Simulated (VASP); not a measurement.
```yaml
crystal:
  lattice:
    - [2.60189, 1.50220, 4.72372]
    - [-2.60189, 1.50220, 4.72372]
    - [0.00000, -3.00440, 4.72372]
  atoms:
    - { symbol: Li, position: [0.64251, 0.64251, 0.64251] }
    - { symbol: Li, position: [0.35749, 0.35749, 0.35749] }
    - { symbol: Nb, position: [0.85642, 0.85642, 0.85642] }
    - { symbol: Nb, position: [0.14358, 0.14358, 0.14358] }
    - { symbol: O, position: [0.04469, 0.43836, 0.78305] }
    - { symbol: O, position: [0.95531, 0.56164, 0.21695] }
    - { symbol: O, position: [0.78305, 0.04469, 0.43836] }
    - { symbol: O, position: [0.21695, 0.95531, 0.56164] }
    - { symbol: O, position: [0.43836, 0.78305, 0.04469] }
    - { symbol: O, position: [0.56164, 0.21695, 0.95531] }
```

Calculation: r2SCAN meta-GGA, VASP's PBE PAW potentials (set 64) (plane waves; VASP). Run with 520 eV cut-off, 6×6×6 Γ-centred mesh, tetrahedra with Blöchl corrections, potentials Li_sv Nb_sv O.

### Question
Give the energies of bands 26 to 39 at the high-symmetry points, in eV from the valence-band maximum.

### Answer

```csv
band,Γ,T,H2,L,S0,F
26,-1.66,-1.95,-1.29,-1.73,-1.33,-1.74
27,-1.66,-1.95,-1.26,-1.35,-1.13,-1.54
28,-1.23,-1.82,-1.09,-0.92,-1.05,-1.20
29,-0.52,-0.81,-0.96,-0.82,-0.92,-0.99
30,-0.52,-0.40,-0.58,-0.67,-0.58,-0.79
31,-0.50,-0.36,-0.51,-0.38,-0.48,-0.44
32,-0.32,-0.36,-0.38,-0.23,-0.39,-0.29
33,-0.22,-0.31,-0.35,-0.17,-0.31,-0.20
34,-0.22,-0.31,-0.23,-0.12,-0.26,-0.06
35,4.85,4.79,4.50,4.45,4.47,4.41
36,5.16,5.34,4.79,4.54,4.78,4.90
37,5.33,5.34,5.06,5.22,5.02,5.22
38,5.33,5.47,5.53,5.38,5.49,5.37
39,5.58,5.61,5.70,5.84,5.74,5.82
```

The gap is direct, 4.41 eV, from the valence maximum at (-0.33, -0.33, 0.17) to the conduction minimum at (-0.33, -0.33, 0.17).

The structure comes from a computed database's LiNbO3 entry (R-3); how it stands against other phases isn't given here. It was relaxed first, which changed the volume by -5 %.
